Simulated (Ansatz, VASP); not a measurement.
# ScPd in VASP and in Ansatz

```
Sc Pd
1.0
     3.28300    0.00000    0.00000
     0.00000    3.28300    0.00000
     0.00000    0.00000    3.25017
Sc Pd
1 1
Direct
  0.50000 0.50000 0.50000
  0.00000 0.00000 0.00000
```

Change from the starting cell: zz strain of -1 %.

Alike in both runs: task single point; functional PBEsol; k mesh 12 × 12 × 12; occupations fermi-dirac, width 0.05 eV; no spin polarisation.

|  | VASP | Ansatz |
| --- | --- | --- |
| version | VASP 6.6.1 | Ansatz 0.2.0 |
| potentials or method | VASP PAW PBE potentials, release 64 (Sc_sv, Pd), cutoff 520 eV | all-electron LAPW, scalar-relativistic |

```csv
,VASP,Ansatz,Ansatz less VASP
pressure (GPa),-0.3,-0.5,-0.17
largest component of the traceless stress (GPa),0.42,0.42,-0.001
```

Ansatz ran all-electron here, so the differences hold the error of VASP's frozen core and of both bases.

Caveats: the PAW data sets were made with another functional, which shifts forces and pressure a little (VASP).
